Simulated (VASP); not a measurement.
# A VASP study of NbCd3 (PBEsol): structure first, properties next, part 3 of 3

Wanted: the relaxed cell of NbCd3 and its properties. The start is a cell from a database of measured crystal structures.

VASP 6.6.1; PBEsol; plane waves and PAW (Nb_sv, Cd).

Still holding for the runs below: This run has no spin polarisation. Its electron count is odd, so without a moment it is a metal by construction.

So far. Step 3 (Single point with fields (PBEsol)): In this run the pressure is 0.02 GPa, small enough to go on. Step 4 (Band structure (PBEsol)): There is no gap at this level. The relaxed cell has a = 4.228 Å (conventional setting).

**5. Total and projected DOS (PBEsol)**

Here the states are counted by energy and projected on the atoms. The mesh is finer than in the run before.

Input file INCAR:

```
SYSTEM = NbCd3
PREC = Accurate
ENCUT = 400
EDIFF = 1E-06
NELM = 100
ISMEAR = -5
SIGMA = 0.2
LREAL = .FALSE.
ALGO = Normal
GGA = PS
NBANDS = 38
LASPH = .TRUE.
LORBIT = 11
LWAVE = .FALSE.
LCHARG = .FALSE.
KPAR = 4
NEDOS = 2001
```

Input file POSCAR:

```
NbCd3
1.0
    4.2280735160      0.0000000000      0.0000000000
    0.0000000000      4.2280735160      0.0000000000
    0.0000000000      0.0000000000      4.2280735160
Nb Cd
1 3
Direct
    0.0000000000      0.0000000000      0.0000000000
    0.0000000000      0.5000000000      0.5000000000
    0.5000000000      0.0000000000      0.5000000000
    0.5000000000      0.5000000000      0.0000000000
```

Input file KPOINTS:

```
Automatic mesh
0
Gamma
8 8 8
0 0 0
```

Potentials, in the order of the species: Nb_sv and Cd (PBE family, release 64).

Started as:

```sh
$ mpirun -np 4 vasp_std
```

Output:

```text
[... set-up lines as in an earlier step ...]
 entering main loop
       N       E                     dE             d eps       ncg     rms          rms(c)
DAV:   1     0.409968925996E+03    0.40997E+03   -0.21856E+04  2660   0.109E+03
DAV:   2     0.858622022473E+00   -0.40911E+03   -0.39080E+03  2866   0.378E+02
DAV:   3    -0.145645758963E+02   -0.15423E+02   -0.15060E+02  3582   0.772E+01
DAV:   4    -0.150841799704E+02   -0.51960E+00   -0.51460E+00  3844   0.110E+01
DAV:   5    -0.150905137333E+02   -0.63338E-02   -0.63153E-02  3312   0.116E+00    0.993E+00
DAV:   6    -0.142479020855E+02    0.84261E+00   -0.15626E+00  3548   0.106E+01    0.606E+00
DAV:   7    -0.141487857074E+02    0.99116E-01   -0.18937E-01  3086   0.298E+00    0.382E+00
DAV:   8    -0.141306742265E+02    0.18111E-01   -0.55962E-02  3606   0.178E+00    0.804E-01
DAV:   9    -0.141270907459E+02    0.35835E-02   -0.65339E-03  3324   0.603E-01    0.201E-01
DAV:  10    -0.141271054114E+02   -0.14666E-04   -0.79304E-04  3114   0.189E-01    0.573E-02
DAV:  11    -0.141270869470E+02    0.18464E-04   -0.39549E-05  3406   0.457E-02    0.214E-02
DAV:  12    -0.141270865212E+02    0.42577E-06   -0.49169E-06  3284   0.149E-02
   1 F= -.14127087E+02 E0= -.14127087E+02  d E =0.000000E+00
 -----------------------------------------------------------------------------
|                                                                             |
|           W    W    AA    RRRRR   N    N  II  N    N   GGGG   !!!           |
|           W    W   A  A   R    R  NN   N  II  NN   N  G    G  !!!           |
|           W    W  A    A  R    R  N N  N  II  N N  N  G       !!!           |
|           W WW W  AAAAAA  RRRRR   N  N N  II  N  N N  G  GGG   !            |
|           WW  WW  A    A  R   R   N   NN  II  N   NN  G    G                |
|           W    W  A    A  R    R  N    N  II  N    N   GGGG   !!!           |
|                                                                             |
|     Tetrahedron method does not include variations of the Fermi             |
|     occupations, so forces and stress will be inaccurate. We suggest        |
|     using a different smearing scheme ISMEAR = 1 or 2 for metals in         |
|     relaxations.                                                            |
|                                                                             |
 -----------------------------------------------------------------------------
```

It took 7.2 s on 4 MPI ranks of Intel Xeon 6975P-C (Granite Rapids), shared host; peak memory 0.75 GiB.

OUTCAR, selected parts (step 5):

```text
   k-points           NKPTS =     35   k-points in BZ     NKDIM =     35   number of bands    NBANDS=     38

   NELECT =      49.0000    total number of electrons

 E-fermi :   4.9960

 k-point     1 :       0.0000    0.0000    0.0000
  band No.  band energies     occupation
    ...
     19      -2.4846      2.00000
     20      -2.4846      2.00000
     21       4.0688      2.00000
     22       4.0688      2.00000
     23       5.2027      0.80643
     24       5.2027     -0.29932
     25       5.2027      0.00000
     26       6.2773      0.00000
     27       6.2773      0.00000
     28       6.2773      0.00000
    ...

  Total       -0.0427672     -0.0427672     -0.0427672      0.0000000      0.0000000     -0.0000000
  in kB       -0.9065545     -0.9065545     -0.9065545      0.0000000      0.0000000     -0.0000000
  external PRESSURE =      -0.9065545 kB  Pullay stress =       0.0000000 kB

  FREE ENERGIE OF THE ION-ELECTRON SYSTEM (eV)
  ---------------------------------------------------
  free  energy   TOTEN  =       -14.1270865212 eV

  energy  without entropy=      -14.1270865212  energy(sigma->0) =      -14.12708652

[... 7 parts as in an earlier step ...]

[... 10 further parts left out ...]
```

With tetrahedra the forces and stress of a metal are not exact derivatives of the energy.

Numbers from this step:

```
SCF cycles             : 12
irreducible k-points   : 35
free energy (TOTEN)    : -14.13 eV
Fermi energy           : 4.996 eV
pressure               : -0.09066 GPa
DOS at the Fermi level : 1.561 states/eV/cell
```

The density of states has structure finer than the step of the table below, so its rows give means over 1 eV, whole bins alone (the curve runs from -12.0 to 3.79 eV). Peaks (eV: height): total -8.9: 19.5, -8.7: 21.9, -8.6: 19.6, -8.3: 29.5; Nb d -0.8: 2.18, 1.2: 4.42, 2.0: 1.61; Cd p -1.5: 0.352, -0.8: 0.7, 1.2: 0.264, 2.0: 0.289; Cd s -8.2: 0.281, -7.7: 0.244, -6.1: 0.262, -2.4: 0.455; Cd d -8.9: 17.3, -8.7: 19.9, -8.6: 17.7, -8.3: 27.4.

States under -12.0 eV and over 3.8 eV are left out. Table of density of states by energy, zero at the Fermi level; means over each step; values in states/eV/cell:

```tsv
energy (eV)	total	Nb d	Cd p	Cd s	Cd d
-11	0	0	0	0	0
-10	0.0499	8.6e-6	8.6e-5	0.00125	0.0415
-9	13.8	0.0437	0.0442	0.108	12.3
-8	16.2	0.0327	0.0410	0.147	15.0
-7	0.672	0.00340	0.0201	0.141	0.263
-6	0.780	0.0198	0.0512	0.235	0.0679
-5	0.686	0.0304	0.0682	0.171	0.0469
-4	0.956	0.0555	0.112	0.193	0.0722
-3	1.20	0.113	0.115	0.268	0.119
-2	1.80	0.343	0.198	0.271	0.149
-1	3.55	1.27	0.474	0.0880	0.184
0	1.90	0.932	0.196	0.0158	0.0942
1	2.35	1.45	0.126	0.0142	0.0875
2	2.43	1.16	0.218	0.0445	0.153
3	1.48	0.481	0.183	0.136	0.0906
```

The finer mesh and the other smearing move the Fermi level by +0.15 eV from the 5×5×5 run, one measure of the sampling error in the zero of the bands above. Of the states within 0.3 eV of the Fermi level, the largest shares in the PAW spheres are Nb d 50 % and Cd p 10 %. The rest lies in smaller channels or between the spheres.

**6. Field gradients at the nuclei (PBEsol)**

Field gradients probe how far the charge around each nucleus departs from cubic symmetry; LASPH keeps the non-spherical terms inside the spheres.

Input file INCAR:

```
SYSTEM = NbCd3
PREC = Accurate
ENCUT = 400
EDIFF = 1E-07
NELM = 100
ISMEAR = 1
SIGMA = 0.2
LREAL = .FALSE.
ALGO = Normal
GGA = PS
NBANDS = 30
LASPH = .TRUE.
LORBIT = 11
LWAVE = .FALSE.
LCHARG = .FALSE.
KPAR = 4
LEFG = .TRUE.
```

POSCAR is that of step 5.

Input file KPOINTS:

```
Automatic mesh
0
Gamma
5 5 5
0 0 0
```

Started as:

```sh
$ mpirun -np 4 vasp_std
```

Output:

```text
[... set-up lines as in an earlier step ...]
 entering main loop
       N       E                     dE             d eps       ncg     rms          rms(c)
DAV:   1     0.407190184476E+03    0.40719E+03   -0.22971E+04   600   0.138E+03
DAV:   2     0.168485626736E+01   -0.40551E+03   -0.39516E+03   654   0.459E+02
DAV:   3    -0.146349458427E+02   -0.16320E+02   -0.15918E+02   916   0.913E+01
DAV:   4    -0.150336786414E+02   -0.39873E+00   -0.39637E+00   824   0.116E+01
DAV:   5    -0.150471005200E+02   -0.13422E-01   -0.13415E-01   902   0.194E+00    0.997E+00
DAV:   6    -0.142161635253E+02    0.83094E+00   -0.23158E+00   798   0.134E+01    0.599E+00
DAV:   7    -0.141210347787E+02    0.95129E-01   -0.29963E-01   754   0.396E+00    0.399E+00
DAV:   8    -0.140977282743E+02    0.23307E-01   -0.94775E-02   792   0.222E+00    0.107E+00
DAV:   9    -0.140948986850E+02    0.28296E-02   -0.81969E-03   804   0.713E-01    0.204E-01
DAV:  10    -0.140949201133E+02   -0.21428E-04   -0.12922E-03   802   0.232E-01    0.567E-02
DAV:  11    -0.140948963453E+02    0.23768E-04   -0.81233E-05   858   0.651E-02    0.207E-02
DAV:  12    -0.140948983387E+02   -0.19935E-05   -0.74973E-06   784   0.167E-02    0.407E-03
DAV:  13    -0.140948985011E+02   -0.16241E-06   -0.43295E-07   722   0.378E-03    0.121E-03
DAV:  14    -0.140948985454E+02   -0.44242E-07   -0.16340E-08   426   0.107E-03
ion   1
     0.0000000     0.0000000     0.0000000    -0.0000000    -0.0000000     0.0000000
     0.0000526     0.0000000     0.0000000    -0.0000000    -0.0000000     0.0000000
     0.0000725     0.0000000     0.0000000    -0.0000000    -0.0000000     0.0000000
     0.0000998     0.0000000     0.0000000    -0.0000000    -0.0000000     0.0000000
     0.0001375     0.0000000     0.0000000    -0.0000000    -0.0000000     0.0000000

     0.0000000     0.0000000     0.0000000     0.0000000     0.0000000     0.0000000
     0.0000526     0.0000000     0.0000000     0.0000000     0.0000000     0.0000000
     0.0000725     0.0000000     0.0000000     0.0000000     0.0000000     0.0000000
     0.0000998     0.0000000     0.0000000     0.0000000     0.0000000     0.0000000
     0.0001375     0.0000000     0.0000000     0.0000000     0.0000000     0.0000000

ion   2
     0.0000000     0.0000000     0.0000000    -0.5678598     0.0000000     0.9835620
     0.0000561     0.0000000     0.0000000    -0.5678598     0.0000000     0.9835620
     0.0000772     0.0000000     0.0000000    -0.5678598     0.0000000     0.9835620
     0.0001064     0.0000000     0.0000000    -0.5678598     0.0000000     0.9835619
     0.0001465     0.0000000     0.0000000    -0.5678597     0.0000000     0.9835619

     0.0000000     0.0000000     0.0000000    40.4727848     0.0000000   -70.1009196
     0.0000561     0.0000000     0.0000000    40.4643730     0.0000000   -70.0863500
     0.0000772     0.0000000     0.0000000    40.4597956     0.0000000   -70.0784216
     0.0001064     0.0000000     0.0000000    40.4524504     0.0000000   -70.0656995
     0.0001465     0.0000000     0.0000000    40.4407122     0.0000000   -70.0453683

ion   3
     0.0000000    -0.0000000     0.0000000    -0.5678598    -0.0000000    -0.9835620
     0.0000561    -0.0000000     0.0000000    -0.5678598    -0.0000000    -0.9835620
     0.0000772    -0.0000000     0.0000000    -0.5678598    -0.0000000    -0.9835620
     0.0001064    -0.0000000     0.0000000    -0.5678598    -0.0000000    -0.9835619
     0.0001465    -0.0000000     0.0000000    -0.5678597    -0.0000000    -0.9835619

     0.0000000    -0.0000000    -0.0000000    40.4727848    -0.0000000    70.1009196
     0.0000561    -0.0000000    -0.0000000    40.4643730    -0.0000000    70.0863500
     0.0000772    -0.0000000    -0.0000000    40.4597956    -0.0000000    70.0784216
     0.0001064    -0.0000000    -0.0000000    40.4524504    -0.0000000    70.0656995
     0.0001465    -0.0000000    -0.0000000    40.4407122    -0.0000000    70.0453683

ion   4
     0.0000000     0.0000000    -0.0000000     1.1357196    -0.0000000    -0.0000000
     0.0000561     0.0000000    -0.0000000     1.1357196    -0.0000000    -0.0000000
     0.0000772     0.0000000    -0.0000000     1.1357195    -0.0000000    -0.0000000
     0.0001064     0.0000000    -0.0000000     1.1357195    -0.0000000    -0.0000000
     0.0001465     0.0000000    -0.0000000     1.1357194    -0.0000000    -0.0000000

     0.0000000     0.0000000    -0.0000000   -80.9455696     0.0000000    -0.0000000
     0.0000561     0.0000000    -0.0000000   -80.9287460     0.0000000    -0.0000000
     0.0000772     0.0000000    -0.0000000   -80.9195911     0.0000000    -0.0000000
     0.0001064     0.0000000    -0.0000000   -80.9049009     0.0000000    -0.0000000
     0.0001465     0.0000000    -0.0000000   -80.8814244     0.0000000    -0.0000000

   1 F= -.14094899E+02 E0= -.14090905E+02  d E =-.119818E-01
```

Elapsed: 3.6 s, on 4 MPI ranks; peak memory 0.59 GiB; 12 s of CPU time.

Parts of OUTCAR (step 6):

```text
   NELECT =      49.0000    total number of electrons

 E-fermi :   4.8460

 k-point     2 :       0.2000    0.0000    0.0000
  band No.  band energies     occupation
    ...
     20      -2.4754      2.00000
     21       2.4152      2.00000
     22       4.0994      2.00000
     23       4.6954      1.95388
     24       4.6954      1.95388
     25       5.5774     -0.00000
     26       6.2407     -0.00000
     27       7.0863     -0.00000
     28       7.0863     -0.00000
     29       9.6075      0.00000
    ...

  Total        0.0057788      0.0057788      0.0057788      0.0000000      0.0000000     -0.0000000
  in kB        0.1224960      0.1224960      0.1224960      0.0000000      0.0000000     -0.0000000
  external PRESSURE =       0.1224960 kB  Pullay stress =       0.0000000 kB

  FREE ENERGIE OF THE ION-ELECTRON SYSTEM (eV)
  ---------------------------------------------------
  free  energy   TOTEN  =       -14.0948985454 eV

  energy  without entropy=      -14.0829167435  energy(sigma->0) =      -14.09090461

 Electric field gradients after diagonalization (V/A^2)
 (convention: |V_zz| > |V_xx| > |V_yy|)
----------------------------------------------------------------------
 ion       V_xx      V_yy      V_zz     asymmetry (V_yy - V_xx)/ V_zz
----------------------------------------------------------------------
   1       0.000    -0.000     0.000      -1.331
   2     -51.149   -51.149   102.299       0.000
   3     -51.149   -51.149   102.299       0.000
   4     -51.149   -51.149   102.299       0.000
----------------------------------------------------------------------

[... 12 parts as in an earlier step ...]

[... 6 further parts left out ...]
```

Numbers from this step:

```yaml
scf_cycles: 14
bands: 30
irreducible_k_points: 10
free_energy_toten: -14.09 eV
fermi_energy: 4.846 eV
pressure: 0.01225 GPa
```

Electric field gradients, by row:

```tsv
atom	Vxx (V/Å²)	Vyy (V/Å²)	Vzz (V/Å²)	asymmetry
Nb1	0	0	0	-
Cd2	-51.15	-51.15	102.3	0
Cd3	-51.15	-51.15	102.3	0
Cd4	-51.15	-51.15	102.3	0
```

The largest gradient, 102.30 V/Å², sits on Cd2 and like sites; the stable nuclei of Cd have no quadrupole moment in their ground state, so NMR and NQR don't see it.

**7. What came out**

```yaml
relaxed_volume: 18.90 Å³/atom
relaxed_conventional_cell_a_b_c: 4.228, 4.228, 4.228 Å
space_group_after_relaxing_within_0p02_a: Pm-3m (No. 221)
band_gap: none, a metal
dos_at_the_fermi_level: 1.56 states/eV/cell
largest_field_gradient_vzz: 102.30 V/Å² on Cd2
```

What this shows: With PBEsol, NbCd3 relaxes to 18.90 Å³/atom in space group Pm-3m (held by the symmetry of the run) and comes out as a metal. Against the listed cell the volume lies +0.9 %. Band structure (PBEsol): Of the bands kept, 4 cross the Fermi level on this path. Spin-orbit coupling is left out; it would split some degenerate bands. The k-sampling is coarse for a metal, so the Fermi level, pressures and the shape of the cell carry errors. With an odd electron count and no spin the cell is a metal by construction. No search among competing phases was made, and a listed structure need not be the one stable at ambient conditions. All values are for a static lattice at zero temperature.

[Lines on the potential files, build, host, timing and source positions are cut from VASP's logs without a mark.]

[Logs are printed without paths, hosts, clocks, repeated set-up lines and the standing remarks that a program may print on its own settings, such as how far it seeks lower states.]

[Hosts, paths, dates, database ids (printed as entryN), source tags and the programs' standing remarks are cut or masked in the printed files.]

[A measured line is paired with the nearest computed mode of its activity, which favours agreement.]
